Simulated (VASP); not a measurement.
Consider the following.

```
CELL_PARAMETERS angstrom
      0.00000     2.65157     2.65157
      2.65157     0.00000     2.65157
      2.65157     2.65157     0.00000
ATOMIC_POSITIONS crystal
  Yb 0.00000 0.00000 0.00000
```

Computed with SCAN meta-GGA, VASP's PBE PAW potentials (set 64) (plane waves; VASP). Numerical set-up: 520 eV cut-off, 10×10×10 Γ-centred mesh, tetrahedra with Blöchl corrections, potentials Yb_2.

The 4f electrons are frozen in the core of the lanthanide potential, so 4f levels, which can set the real gap, and their magnetism are missing.

Problem. Give the energies of bands 4 to 7 at the high-symmetry points, in eV from the Fermi level.

Solution. 
```json
[
 {"band": "4", "Γ": "-5.36", "X": "-1.10", "U": "-0.27", "L": "-1.82", "W": "-0.01"},
 {"band": "5", "Γ": "3.36", "X": "0.35", "U": "0.22", "L": "0.22", "W": "0.88"},
 {"band": "6", "Γ": "3.36", "X": "1.61", "U": "1.24", "L": "3.04", "W": "0.88"},
 {"band": "7", "Γ": "3.36", "X": "7.11", "U": "4.85", "L": "3.04", "W": "2.94"}
]
```

It has no gap at this level: it comes out as a metal or semimetal.

The compound is Yb in the fcc structure. It was relaxed first, which changed the volume by -9 %.
